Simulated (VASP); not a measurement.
Level of theory: PBEsol GGA, VASP's PBE PAW potentials (set 64) (plane waves; VASP).

The input files of a VASP run:

KPOINTS:
```
K-points
0
Gamma
7 7 7
0 0 0
```

### POSCAR
```
CdTe
1.0
  0.0000000000   3.2510321343   3.2510321343
  3.2510321343   0.0000000000   3.2510321343
  3.2510321343   3.2510321343   0.0000000000
Cd Te
1 1
Cart
  0.0000000000   0.0000000000   0.0000000000
  1.6255160671   1.6255160671   1.6255160671
```

INCAR:
```
SYSTEM = CdTe
PREC = Accurate
ENCUT = 500
EDIFF = 1E-6
NELM = 100
ALGO = Normal
LREAL = .FALSE.
LASPH = .TRUE.
ISMEAR = 0
SIGMA = 0.05
GGA = PS
LMAXMIX = 4
LWAVE = .FALSE.
LCHARG = .FALSE.
IBRION = 2
ISIF = 3
NSW = 40
EDIFFG = -0.02
PSTRESS = 50
```

POTCAR, in this order: Cd Te (PBE.64 set). Program: vasp_std.

Output

OUTCAR:
```
 ion  position               nearest neighbor table
   1  0.000  0.000  0.000-   2 2.82   2 2.82   2 2.82   2 2.82
   2  0.250  0.250  0.250-   1 2.82   1 2.82   1 2.82   1 2.82
  LATTYP: Found a face centered cubic cell.
 ALAT       =     6.5020642686
 Subroutine PRICEL returns:
 Original cell was already a primitive cell.
 Subroutine GETGRP returns: Found 24 space group operations
The static configuration has the point symmetry T_d .
The dynamic configuration has the point symmetry T_d .
 Subroutine INISYM returns: Found 24 space group operations
 Subroutine IBZKPT returns following result:
 Found     20 irreducible k-points:

 Following reciprocal coordinates:
            Coordinates               Weight
  0.000000  0.000000  0.000000      1.000000
  0.142857  0.000000  0.000000      8.000000
  0.285714  0.000000  0.000000      8.000000
  0.428571  0.000000  0.000000      8.000000
  0.142857  0.142857  0.000000      6.000000
  0.285714  0.142857  0.000000     24.000000
  0.428571  0.142857  0.000000     24.000000
 -0.428571  0.142857  0.000000     24.000000
 -0.285714  0.142857  0.000000     24.000000
...
```

**OSZICAR**
```
       N       E                     dE             d eps       ncg     rms          rms(c)
DAV:   1     0.983228550393E+02    0.98323E+02   -0.83179E+03   520   0.117E+03
DAV:   2    -0.180428531731E+01   -0.10013E+03   -0.96266E+02   580   0.273E+02
DAV:   3    -0.570620715297E+01   -0.39019E+01   -0.38897E+01   635   0.564E+01
DAV:   4    -0.574359409171E+01   -0.37387E-01   -0.37381E-01   691   0.480E+00
DAV:   5    -0.574385517469E+01   -0.26108E-03   -0.26108E-03   638   0.312E-01    0.555E+00
DAV:   6    -0.550653791804E+01    0.23732E+00   -0.53701E-01   570   0.101E+01    0.459E+00
DAV:   7    -0.548893194541E+01    0.17606E-01   -0.11187E-01   595   0.254E+00    0.186E+00
DAV:   8    -0.548796477088E+01    0.96717E-03   -0.99137E-03   550   0.139E+00    0.529E-01
DAV:   9    -0.548793643665E+01    0.28334E-04   -0.79030E-04   595   0.333E-01    0.121E-01
DAV:  10    -0.548796771929E+01   -0.31283E-04   -0.11564E-04   565   0.113E-01    0.548E-02
DAV:  11    -0.548799223238E+01   -0.24513E-04   -0.48042E-05   543   0.459E-02    0.342E-02
DAV:  12    -0.548799040259E+01    0.18298E-05   -0.44689E-06   615   0.164E-02    0.177E-02
DAV:  13    -0.548799032595E+01    0.76634E-07   -0.38647E-07   310   0.432E-03
   1 F= -.33433562E+01 E0= -.33433562E+01  d E =-.334336E+01
       N       E                     dE             d eps       ncg     rms          rms(c)
DAV:   1    -0.101911622289E+02   -0.47032E+01   -0.89202E+01   580   0.120E+02    0.153E+01
DAV:   2    -0.550959321713E+01    0.46816E+01   -0.17608E+01   575   0.758E+01    0.378E+00
DAV:   3    -0.528210241716E+01    0.22749E+00   -0.11033E+00   520   0.911E+00    0.194E+00
DAV:   4    -0.522762278904E+01    0.54480E-01   -0.11570E-01   578   0.189E+00    0.865E-01
DAV:   5    -0.522577079598E+01    0.18520E-02   -0.62822E-03   604   0.932E-01    0.640E-01
DAV:   6    -0.522589998896E+01   -0.12919E-03   -0.29657E-03   555   0.563E-01    0.114E-01
DAV:   7    -0.522599246549E+01   -0.92477E-04   -0.17395E-04   662   0.142E-01    0.608E-02
DAV:   8    -0.522599202306E+01    0.44243E-06   -0.30028E-05   580   0.333E-02    0.103E-02
DAV:   9    -0.522599220624E+01   -0.18318E-06   -0.26055E-06   526   0.154E-02
   2 F= -.34018777E+01 E0= -.34018777E+01  d E =-.585215E-01
       N       E                     dE             d eps       ncg     rms          rms(c)
DAV:   1    -0.607030425689E+01   -0.84431E+00   -0.14014E+01   575   0.530E+01    0.706E+00
DAV:   2    -0.548080947559E+01    0.58949E+00   -0.14782E+00   550   0.214E+01    0.253E+00
DAV:   3    -0.541337769329E+01    0.67432E-01   -0.14633E-01   560   0.475E+00    0.219E+00
DAV:   4    -0.540006393854E+01    0.13314E-01   -0.21326E-02   540   0.107E+00    0.397E-01
DAV:   5    -0.539949609066E+01    0.56785E-03   -0.13313E-03   563   0.467E-01    0.268E-01
DAV:   6    -0.539944008744E+01    0.56003E-04   -0.23675E-04   540   0.137E-01    0.143E-01
DAV:   7    -0.539940396375E+01    0.36124E-04   -0.17830E-04   590   0.186E-01    0.186E-02
DAV:   8    -0.539940826400E+01   -0.43002E-05   -0.23491E-05   555   0.507E-02    0.201E-02
DAV:   9    -0.539940993226E+01   -0.16683E-05   -0.51860E-06   565   0.218E-02    0.964E-03
DAV:  10    -0.539940971143E+01    0.22082E-06   -0.74494E-07   290   0.131E-02
   3 F= -.34545420E+01 E0= -.34545420E+01  d E =-.111186E+00
```

File OUTCAR:
```
------------------------ aborting loop because EDIFF is reached ----------------------------------------
  FORCE on cell =-STRESS in cart. coord.  units (eV):
  Direction    XX          YY          ZZ          XY          YZ          ZX
  --------------------------------------------------------------------------------------
  Total        1.9317469      1.9317469      1.9317469      0.0000000     -0.0000000      0.0000000
  in kB       49.6626816     49.6626816     49.6626816      0.0000000     -0.0000000      0.0000000
  external PRESSURE =      -0.3373184 kB  Pullay stress =      50.0000000 kB
  volume of cell :       62.32
      direct lattice vectors                 reciprocal lattice vectors
    -0.000000000  3.146783635  3.146783635    -0.158892399  0.158892399  0.158892399
     3.146783635 -0.000000000  3.146783635     0.158892399 -0.158892399  0.158892399
     3.146783635  3.146783635 -0.000000000     0.158892399  0.158892399 -0.158892399
  FREE ENERGIE OF THE ION-ELECTRON SYSTEM (eV)
  ---------------------------------------------------
  free  energy   TOTEN  =        -5.3994097114 eV

  energy  without entropy=       -5.3994097114  energy(sigma->0) =       -5.39940971
  enthalpy is  TOTEN    =        -3.4545419986 eV   P V=        1.9448677129

 reached required accuracy - stopping structural energy minimisation
```
(Selected blocks of OUTCAR.)

**CONTCAR**
```
CdTe
   1.00000000000000
    -0.0000000000000000    3.1467836354064014    3.1467836354064018
     3.1467836354064018   -0.0000000000000000    3.1467836354064018
     3.1467836354064018    3.1467836354064014   -0.0000000000000000
  Cd              Te
     1     1
Direct
     0.0000000000000000    0.0000000000000000    0.0000000000000000
     0.2500000000000000    0.2500000000000000    0.2500000000000000
```

Energy and stress use the plane-wave basis of the starting cell.

The structure was generated: CdTe was put into the zinc blende type (F-43m), which need not be its known phase. This run relaxes it under an external pressure of 5 GPa. Symmetry was kept, so distortions that lower it aren't found.
